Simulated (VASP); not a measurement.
A convergence study with VASP on Dy (hcp): one setting is varied, all else stays as given below, so the limit is that of these other settings.

```yaml
crystal:
  lattice:
    - [1.79500, -3.10903, 0.00000]
    - [1.79500, 3.10903, 0.00000]
    - [0.00000, 0.00000, 5.65000]
  atoms:
    - { symbol: Dy, position: [0.33333, 0.66667, 0.25000] }
    - { symbol: Dy, position: [0.66667, 0.33333, 0.75000] }
```

Method: PBE GGA, VASP's PBE PAW potentials (set 64) (plane waves; VASP). The tightest run used: 550 eV cut-off, 17×17×9 Monkhorst-Pack mesh, first-order Methfessel-Paxton smearing of 0.10 eV, potentials Dy_3.

The 4f electrons are frozen in the core of the lanthanide potential, so 4f levels, which can set the real gap, and their magnetism are missing.

Problem. The settings run are 1×1×1 mesh; 2×2×1 mesh; 3×3×2 mesh; 4×4×2 mesh; 5×5×3 mesh; 6×6×3 mesh; 7×7×4 mesh; 8×8×4 mesh; 9×9×5 mesh; 10×10×5 mesh; 11×11×6 mesh; 12×12×6 mesh; 13×13×7 mesh; 14×14×8 mesh; 15×15×8 mesh; 16×16×9 mesh; 17×17×9 mesh. From which on does the stress (every component) stay within 0.2 GPa of the tightest run?

Solution. From 13×13×7 mesh on: it is off by 0.17 there and by no more than 0.2 in any finer run, while 12×12×6 mesh is off by 0.24.
| setting | E (eV/atom) | pressure (GPa) | irreducible k-points | difference judged (GPa) |
|---|---|---|---|---|
| 1×1×1 mesh | -5.5432 | 23.21 | 1 | 58.21 |
| 2×2×1 mesh | -4.4116 | 0.66 | 2 | 17.00 |
| 3×3×2 mesh | -4.5569 | -0.99 | 3 | 1.81 |
| 4×4×2 mesh | -4.5495 | 0.27 | 6 | 0.72 |
| 5×5×3 mesh | -4.5078 | 0.49 | 10 | 0.84 |
| 6×6×3 mesh | -4.5323 | -0.25 | 24 | 0.74 |
| 7×7×4 mesh | -4.5332 | 0.12 | 16 | 0.77 |
| 8×8×4 mesh | -4.5356 | 0.17 | 40 | 0.31 |
| 9×9×5 mesh | -4.5347 | 0.29 | 36 | 0.31 |
| 10×10×5 mesh | -4.5321 | 0.30 | 90 | 0.32 |
| 11×11×6 mesh | -4.5300 | 0.38 | 48 | 0.23 |
| 12×12×6 mesh | -4.5300 | 0.41 | 126 | 0.24 |
| 13×13×7 mesh | -4.5304 | 0.44 | 84 | 0.17 |
| 14×14×8 mesh | -4.5310 | 0.45 | 224 | 0.11 |
| 15×15×8 mesh | -4.5309 | 0.46 | 108 | 0.06 |
| 16×16×9 mesh | -4.5316 | 0.47 | 360 | 0.01 |
| 17×17×9 mesh | -4.5314 | 0.46 | 165 | 0.00 |

Left out are rungs that failed or repeat a setting and relaxations that didn't move; long series are thinned to 24 rows.

The compound is Dy in the hcp structure. The cell was not relaxed at this level.
